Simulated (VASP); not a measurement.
# SiB2 (R3m) in VASP: notebook

Runs on SiB2. Level: PBE. Tasks: relaxation of cell and atoms.

All numbers are computed with VASP 6.6.1; they aren't measurements. Logs are shortened: lines on timing, memory, paths and dates and some standing lists are left out, and cuts for length are marked.

## 1. The crystal as given

Symmetry: R3m, No. 160, trigonal system. Conventional cell: a = 6.406 Å, b = 6.406 Å, c = 13.464 Å, α = 90.00°, β = 90.00°, γ = 120.00°. Si (site symmetry 3m) is surrounded by 3 B at 2.03 Å. Si (site symmetry 3m) is surrounded by 4 B at 2.00 to 2.13 Å. Around Si (site symmetry m) lie 4 B at 2.08 to 2.21 Å. B (site symmetry m) has 4 B at 1.73 to 1.83 Å as nearest neighbours. B (site symmetry m) is surrounded by 3 B at 1.77 to 1.83 Å and 1 Si at 2.00 Å. Around B (site symmetry 3m) lie 4 Si at 2.13 Å. Around B (site symmetry m) lie 5 B at 1.68 to 1.77 Å.

The cell was built by a generator and needn't be a form met in nature.

## 2. Relaxation of cell and atoms, PBE

Contents of INCAR:

```
SYSTEM = SiB2
  PREC = Accurate
  ENCUT = 520
  EDIFF = 1E-6
  ISMEAR = 0
  SIGMA = 0.1
  LREAL = .False.
  LASPH = .True.
  NELM = 120
  ALGO = Normal
  ISIF = 3
  LWAVE = .False.
  LCHARG = .False.
  GGA = PE
  IBRION = 2
  NSW = 90
  EDIFFG = -0.01
  KPAR = 4
```

Contents of KPOINTS:

```
Automatic mesh
0
Gamma
  6 6 6
  0 0 0
```

Contents of POSCAR:

```
SiB2
1.0
    3.2030522400      1.8492830700      4.4880000100
   -3.2030522400      1.8492830700      4.4880000100
    0.0000000000     -3.6985661400      4.4880000100
Si B
5 10
Direct
    0.7007464500      0.7007464500      0.7007464500
    0.3438688500      0.3438688500      0.3438688500
    0.7269960100      0.1709746000      0.7269960100
    0.7269960100      0.7269960100      0.1709746000
    0.1709746000      0.7269960100      0.7269960100
    0.8787660400      0.3311154800      0.8787660400
    0.3311154800      0.8787660400      0.8787660400
    0.8787660400      0.8787660400      0.3311154800
    0.1379131100      0.6670994000      0.1379131100
    0.1379131100      0.1379131100      0.6670994000
    0.6670994000      0.1379131100      0.1379131100
    0.5017714100      0.5017714100      0.5017714100
    0.1868198000      0.1868198000      0.9244553600
    0.9244553600      0.1868198000      0.1868198000
    0.1868198000      0.9244553600      0.1868198000
```

Potentials or basis: VASP PAW PBE potentials, release 64 (Si, B).

Command:

```console
cat potpaw_PBE.64/Si/POTCAR potpaw_PBE.64/B/POTCAR > POTCAR
mpirun -np 4 vasp_std > vasp.out
```

OUTCAR:

```text
SYSTEM = SiB2
   PREC = Accurate
   ENCUT = 520
   EDIFF = 1E-6
   ISMEAR = 0
   LREAL = .False.
   LASPH = .True.
   NELM = 120
   ISIF = 3
   GGA = PE
   IBRION = 2
   NSW = 90
   EDIFFG = -0.01

 ion  position               nearest neighbor table
   1  0.701  0.701  0.701-   8 2.03   7 2.03   6 2.03   4 2.86   5 2.86   3 2.86   4 2.97   3 2.97
                             5 2.97
   2  0.344  0.344  0.344-  10 2.00   9 2.00  11 2.00  12 2.13
   3  0.727  0.171  0.727-   6 2.08  12 2.13  11 2.21  10 2.21   4 2.84   5 2.84   1 2.86   1 2.97

   4  0.727  0.727  0.171-   8 2.08  12 2.13  11 2.21   9 2.21   3 2.84   5 2.84   1 2.86   1 2.97

   5  0.171  0.727  0.727-   7 2.08  12 2.13   9 2.21  10 2.21   4 2.84   3 2.84   1 2.86   1 2.97

   6  0.879  0.331  0.879-  14 1.73  13 1.73  11 1.83  10 1.83   1 2.03   3 2.08
   7  0.331  0.879  0.879-  15 1.73  13 1.73   9 1.83  10 1.83   1 2.03   5 2.08
   8  0.879  0.879  0.331-  14 1.73  15 1.73   9 1.83  11 1.83   1 2.03   4 2.08
   9  0.138  0.667  0.138-  15 1.77   7 1.83   8 1.83   2 2.00   5 2.21   4 2.21
  10  0.138  0.138  0.667-  13 1.77   7 1.83   6 1.83   2 2.00   5 2.21   3 2.21
  11  0.667  0.138  0.138-  14 1.77   6 1.83   8 1.83   2 2.00   3 2.21   4 2.21
  12  0.502  0.502  0.502-   4 2.13   3 2.13   5 2.13   2 2.13
  13  0.187  0.187  0.924-  14 1.68  15 1.68   6 1.73   7 1.73  10 1.77
  14  0.924  0.187  0.187-  13 1.68  15 1.68   6 1.73   8 1.73  11 1.77
  15  0.187  0.924  0.187-  13 1.68  14 1.68   7 1.73   8 1.73   9 1.77

  LATTYP: Found a trigonal (rhomboedric) cell.
 ALAT       =     5.8156285658
 COS(alpha) =     0.3933129608

  Lattice vectors:

 A1 = (   3.2030522400,   1.8492830700,   4.4880000100)
 A2 = (  -3.2030522400,   1.8492830700,   4.4880000100)
 A3 = (   0.0000000000,  -3.6985661400,   4.4880000100)

Analysis of symmetry for initial positions (statically):
=====================================================================
 Subroutine PRICEL returns:
 Original cell was already a primitive cell.

 Routine SETGRP: Setting up the symmetry group for a
 trigonal (rhombohedral) supercell.

 Subroutine GETGRP returns: Found  6 space group operations
 (whereof  6 operations were pure point group operations)
 out of a pool of 12 trial point group operations.

The static configuration has the point symmetry C_3v.

Analysis of symmetry for dynamics (positions and initial velocities):
=====================================================================
 Subroutine PRICEL returns:
 Original cell was already a primitive cell.

 Routine SETGRP: Setting up the symmetry group for a
 trigonal (rhombohedral) supercell.

 Subroutine GETGRP returns: Found  6 space group operations
 (whereof  6 operations were pure point group operations)
 out of a pool of 12 trial point group operations.

The dynamic configuration has the point symmetry C_3v.

 Subroutine INISYM returns: Found  6 space group operations
 (whereof  6 operations are pure point group operations),
 and found     1 'primitive' translations

----------------------------------------------------------------------------------------

                                     Primitive cell

  volume of cell :     159.5040

  direct lattice vectors                    reciprocal lattice vectors
     3.203052240  1.849283070  4.488000010     0.156101107  0.090125016  0.074272133
    -3.203052240  1.849283070  4.488000010    -0.156101107  0.090125016  0.074272133
     0.000000000 -3.698566140  4.488000010     0.000000000 -0.180250032  0.074272133

  length of vectors
     5.815628566  5.815628566  5.815628563     0.194952363  0.194952363  0.194952363

  position of ions in fractional coordinates (direct lattice)
     0.700746450  0.700746450  0.700746450
     0.343868850  0.343868850  0.343868850
     0.726996010  0.170974600  0.726996010
     0.726996010  0.726996010  0.170974600
     0.170974600  0.726996010  0.726996010
     0.878766040  0.331115480  0.878766040
     0.331115480  0.878766040  0.878766040
     0.878766040  0.878766040  0.331115480
     0.137913110  0.667099400  0.137913110
     0.137913110  0.137913110  0.667099400
     0.667099400  0.137913110  0.137913110
     0.501771410  0.501771410  0.501771410
     0.186819800  0.186819800  0.924455360
     0.924455360  0.186819800  0.186819800
     0.186819800  0.924455360  0.186819800

  ion indices of the primitive-cell ions
   primitive index   ion index
                 1           1
                 2           2
                 3           3
                 4           4
                 5           5
                 6           6
                 7           7
                 8           8
                 9           9
                10          10
                11          11
                12          12
                13          13
                14          14
                15          15

[... 69 lines left out ...]
   EMIN   =  10.00;   EMAX   =-10.00  energy-range for DOS
   EFERMI =   0.00;   METHOD = LEGACY
   ISMEAR =     0;   SIGMA  =   0.10  broadening in eV -4-tet -1-fermi 0-gaus
   EFERMI_NEDOS =   21; number of points for ismear=-14 and -15
   IALGO  =     38    algorithm
   IMIX   =      4    mixing-type and parameters
     AMIX     =   0.40;   BMIX     =  1.00
     AMIX_MAG =   1.60;   BMIX_MAG =  1.00
  volume/ion in A,a.u.               =      10.63        71.76
  Fermi-wavevector in a.u.,A,eV,Ry     =   1.112093  2.101550 16.827008  1.236750
  Thomas-Fermi vector in A             =   2.248663
   LORBIT       =      0    0 simple, 1 ext, 2 COOP (PROOUT), +10 PAW based schemes
   GGA     = PE    functional components
   LHFCALC =     F    Hartree Fock is set to
   AEXX    =    0.0000 exact exchange contribution
   IVDW    =     0    specifies the selected vdW correction
   LEPSILON=     F    determine dielectric tensor
   LRPA    =     F    only Hartree local field effects (RPA)
 conjugate gradient relaxation of ions
 non-spin polarized calculation
 Gauss-broadening in eV      SIGMA  =   0.10
  energy-cutoff  :      520.00
  volume of cell :      159.50
 maximum number of plane-waves:      4310
 NGX is ok and might be reduce to    48
   NGX = 21   NGY = 21   NGZ = 21

--------------------------------------- Ionic step        1  -------------------------------------------

 number of electron      50.0000000 magnetization

 Free energy of the ion-electron system (eV)
  ---------------------------------------------------
  ext. energy  EPLUGINS =         0.00000000
  ---------------------------------------------------
  free energy    TOTEN  =       -87.74021183 eV

  energy without entropy =      -87.72494262  energy(sigma->0) =      -87.73257723

------------------------ aborting loop because EDIFF is reached ----------------------------------------

  FORCE on cell =-STRESS in cart. coord.  units (eV):
  Direction    XX          YY          ZZ          XY          YZ          ZX
  --------------------------------------------------------------------------------------
  -------------------------------------------------------------------------------------
  Total       -1.3665610     -1.3665610     -2.3899940      0.0000000      0.0000000      0.0000000
  in kB      -13.7267612    -13.7267612    -24.0068888      0.0000000      0.0000000      0.0000000
  external PRESSURE =     -17.1534704 kB  Pullay stress =       0.0000000 kB
[... 128 lines left out ...]
  FREE ENERGIE OF THE ION-ELECTRON SYSTEM (eV)
  ---------------------------------------------------
  free  energy   TOTEN  =       -87.7737398384 eV

  energy  without entropy=      -87.7586592463  energy(sigma->0) =      -87.76619954

[... ionic steps 4 to 23 ...]

--------------------------------------- Ionic step       24  -------------------------------------------

 number of electron      50.0000000 magnetization

------------------------ aborting loop because EDIFF is reached ----------------------------------------

  FORCE on cell =-STRESS in cart. coord.  units (eV):
  Direction    XX          YY          ZZ          XY          YZ          ZX
  --------------------------------------------------------------------------------------
  -------------------------------------------------------------------------------------
  Total       -0.0304061     -0.0304061     -0.0193268      0.0000000      0.0000000      0.0000000
  in kB       -0.3039373     -0.3039373     -0.1931888      0.0000000      0.0000000      0.0000000
  external PRESSURE =      -0.2670211 kB  Pullay stress =       0.0000000 kB
[... 83 lines left out ...]
  energy  without entropy=      -87.9650359092  energy(sigma->0) =      -87.97203248

--------------------------------------- Ionic step       26  -------------------------------------------

 number of electron      50.0000000 magnetization

 Free energy of the ion-electron system (eV)
  ---------------------------------------------------
  ext. energy  EPLUGINS =         0.00000000
  ---------------------------------------------------
  free energy    TOTEN  =       -87.97905812 eV

  energy without entropy =      -87.96508443  energy(sigma->0) =      -87.97207128

 E-fermi :   6.7260     XC(G=0): -10.8569

 val. band max:        6.7226776349   @ k =   0.5000   0.5000   0.3333
 cond. band min:       6.7688538892   @ k =  -0.3333   0.3333   0.0000
 fundamental gap:      0.0461762543
 Fermi energy:         6.7259584370

 k-point     1 :       0.0000    0.0000    0.0000
  band No.  band energies     occupation
      1      -8.6176      2.00000
      2      -4.7674      2.00000
      3      -4.6152      2.00000
      4      -4.6152      2.00000
      5      -2.2685      2.00000
      6      -1.8777      2.00000
[... 853 lines left out ...]
     32      10.2929      0.00000
     33      10.6675      0.00000

 [... further k-points ...]

------------------------ aborting loop because EDIFF is reached ----------------------------------------

  FORCE on cell =-STRESS in cart. coord.  units (eV):
  Direction    XX          YY          ZZ          XY          YZ          ZX
  --------------------------------------------------------------------------------------
  -------------------------------------------------------------------------------------
  Total        0.0075831      0.0075831     -0.0051456      0.0000000      0.0000000     -0.0000000
  in kB        0.0758022      0.0758022     -0.0514358      0.0000000      0.0000000     -0.0000000
  external PRESSURE =       0.0333896 kB  Pullay stress =       0.0000000 kB
[... 30 lines left out ...]
  FREE ENERGIE OF THE ION-ELECTRON SYSTEM (eV)
  ---------------------------------------------------
  free  energy   TOTEN  =       -87.9790581232 eV

  energy  without entropy=      -87.9650844329  energy(sigma->0) =      -87.97207128

 reached required accuracy - stopping structural energy minimisation
```

Wall time 13 min (4 MPI ranks of Intel Xeon Platinum 8488C (Sapphire Rapids), shared host); peak memory 0.39 GiB.

Results:

```yaml
Free_energy: -87.9791 eV
Relaxed_volume: 10.69 Å³/atom
Relaxed_cell: a = 5.847 Å, b = 5.847 Å, c = 5.847 Å, α = 66.19°, β = 66.19°, γ = 66.19°
Space_group_after_relaxing_to_0.05_Å: R3m (No. 160)
Energy_gained_by_relaxing: 15.9 meV/atom
Ionic_steps: 26
Pressure_after_relaxing: 0.0 GPa
Largest_force_after_relaxing: 0.006 eV/Å
Band_gap_on_the_k_mesh: none (metal or under the smearing width)
```

Forces on the atoms (eV/Å):
```
Si   0.000  0.000  0.002
Si   0.000  0.000 -0.002
Si  -0.003  0.002  0.004
Si   0.000 -0.003  0.004
Si   0.003  0.002  0.004
B   -0.004  0.002 -0.001
B    0.004  0.002 -0.001
B    0.000 -0.005 -0.001
B   -0.002  0.001 -0.002
B    0.000 -0.002 -0.002
B    0.002  0.001 -0.002
B    0.000  0.000 -0.006
B    0.000  0.003  0.000
B   -0.002 -0.001  0.000
B    0.002 -0.001  0.000
```

Step by step:
```
step  energy change (eV)  largest force (eV/Å)  pressure (GPa)  volume (Å³)
   1              0.0000                0.4509           -1.72       159.50
   2             -0.0313                0.4466            1.25       156.89
   3             -0.0335                0.4481            0.63       157.42
   4             -0.0491                0.4388            0.14       157.68
   5             -0.0552                0.4222           -0.37       157.96
   6             -0.0653                0.4241           -0.32       157.93
   7             -0.0927                0.4012           -0.15       157.84
   8             -0.1225                0.4700            0.21       157.64
   9             -0.1401                0.4632            0.29       157.67
  10             -0.1761                0.4544            0.52       157.76
  11             -0.1408                0.9188            1.08       157.94
  12             -0.1823                0.4592            0.65       157.81
  13             -0.2036                0.3531            0.37       158.22
  14             -0.2269                0.2241           -0.27       159.27
  15             -0.2329                0.1608            0.23       159.16
  16             -0.2335                0.1342            0.44       159.11
  17             -0.2355                0.0654            0.13       159.53
  18             -0.2360                0.0729           -0.12       159.87
  19             -0.2372                0.0591           -0.10       159.96
  20             -0.2382                0.0532           -0.06       160.10
  21             -0.2383                0.0621           -0.05       160.12
  22             -0.2387                0.0181            0.13       160.09
  23             -0.2387                0.0175            0.12       160.10
  24             -0.2388                0.0172           -0.03       160.28
  25             -0.2388                0.0171           -0.02       160.27
  26             -0.2388                0.0064            0.00       160.28
```

Final structure:
```
Si B
1.0
     3.19290    1.84342    4.53853
    -3.19290    1.84342    4.53853
     0.00000   -3.68685    4.53853
Si B
5 10
Cartesian
  0.0000 0.0000 9.9744
  0.0000 0.0000 4.6487
  1.7164 -0.9909 7.4147
  0.0000 1.9819 7.4147
  -1.7164 -0.9909 7.4147
  1.7338 -1.0010 9.4614
  -1.7338 -1.0010 9.4614
  0.0000 2.0021 9.4614
  -1.6743 0.9666 4.2404
  0.0000 -1.9333 4.2404
  1.6743 0.9666 4.2404
  0.0000 0.0000 6.7200
  0.0000 -2.7193 5.8128
  2.3550 1.3597 5.8128
  -2.3550 1.3597 5.8128
```

## 3. Relaxation of cell and atoms, PBE

This run uses another cell than the first one, of 10.69 Å³/atom, 1.005 times its volume.

INCAR: that of step 2 with these lines changed.

```diff
@@ -3,3 +3,3 @@
   ENCUT = 520
-  EDIFF = 1E-6
+  EDIFF = 1E-7
   ISMEAR = 0
@@ -15,4 +15,5 @@
   IBRION = 2
-  NSW = 90
-  EDIFFG = -0.01
+  NSW = 60
+  EDIFFG = -0.005
+  POTIM = 0.3
   KPAR = 4
```

KPOINTS is that of step 2.

Contents of POSCAR:

```
SiB2                                    
1.0
    3.1929046977      1.8434243838      4.5385317320
   -3.1929046977      1.8434243838      4.5385317320
    0.0000000000     -3.6868487675      4.5385317320
  Si              B             
     5    10
Direct
     0.7325717049796158    0.7325717049796158    0.7325717049796158
     0.3414255536103989    0.3414255536103989    0.3414255536103989
     0.7237584090239415    0.1862014788890909    0.7237584090238934
     0.7237584090238934    0.7237584090238934    0.1862014788891389
     0.1862014788890909    0.7237584090239415    0.7237584090238934
     0.8759014338320763    0.3328699852504411    0.8759014338320289
     0.3328699852504411    0.8759014338320763    0.8759014338320289
     0.8759014338320289    0.8759014338320289    0.3328699852504883
     0.1366446706856487    0.6610201294019239    0.1366446706856574
     0.1366446706856574    0.1366446706856574    0.6610201294019153
     0.6610201294019239    0.1366446706856487    0.1366446706856574
     0.4935487299135893    0.4935487299135893    0.4935487299135893
     0.1810678412174404    0.1810678412174404    0.9186391784368255
     0.9186391784368236    0.1810678412174421    0.1810678412174404
     0.1810678412174421    0.9186391784368236    0.1810678412174404
```

Potentials or basis: VASP PAW PBE potentials, release 64 (Si, B).

Command:

```console
cat potpaw_PBE.64/Si/POTCAR potpaw_PBE.64/B/POTCAR > POTCAR
mpirun -np 4 vasp_std > vasp.out
```

Wall time 80 s (4 MPI ranks of Intel Xeon Platinum 8488C (Sapphire Rapids), shared host); peak memory 0.4 GiB.

Results (log left out):

```yaml
Free_energy: -87.9794 eV
Energy_gained_by_relaxing: 0.0 meV/atom
Ionic_steps: 2
Pressure_after_relaxing: 0.0 GPa
Largest_force_after_relaxing: 0.005 eV/Å
Band_gap_on_the_k_mesh: none (metal or under the smearing width)
```

Forces in eV/Å, atoms in the order of the input:
```
Si   0.000  0.000  0.003
Si   0.000  0.000 -0.003
Si  -0.002  0.001  0.002
Si   0.000 -0.003  0.002
Si   0.002  0.001  0.002
B   -0.001  0.000  0.001
B    0.001  0.000  0.001
B    0.000 -0.001  0.001
B    0.000  0.000 -0.001
B    0.000  0.000 -0.001
B    0.000  0.000 -0.001
B    0.000  0.000 -0.005
B    0.000  0.000  0.000
B    0.000  0.000  0.000
B    0.000  0.000  0.000
```

Final structure:
```
CELL_PARAMETERS angstrom
3.19295 1.84345 4.53844
-3.19295 1.84345 4.53844
0.00000 -3.68690 4.53844
ATOMIC_POSITIONS crystal
Si 0.73258 0.73258 0.73258
Si 0.34142 0.34142 0.34142
Si 0.72376 0.18623 0.72376
Si 0.72376 0.72376 0.18623
Si 0.18623 0.72376 0.72376
B 0.87589 0.33289 0.87589
B 0.33289 0.87589 0.87589
B 0.87589 0.87589 0.33289
B 0.13664 0.66103 0.13664
B 0.13664 0.13664 0.66103
B 0.66103 0.13664 0.13664
B 0.49353 0.49353 0.49353
B 0.18108 0.18108 0.91862
B 0.91862 0.18108 0.18108
B 0.18108 0.91862 0.18108
```

Levels at points of the mesh, in eV from the Fermi level:
| k point | band 23 | band 24 | band 25 | band 26 | band 27 | band 28 |
| --- | --- | --- | --- | --- | --- | --- |
| (0.00, 0.00, 0.00) | -0.38 | -0.38 | 1.46 | 1.46 | 1.80 | 1.80 |
| (0.50, 0.00, 0.00) | -1.45 | -1.16 | -0.48 | -0.05 | 1.28 | 2.28 |
| (0.50, 0.50, 0.00) | -1.20 | -0.91 | -0.57 | 0.11 | 1.20 | 1.38 |
| (0.50, 0.50, 0.50) | -1.13 | -1.13 | 0.21 | 0.21 | 0.31 | 0.88 |
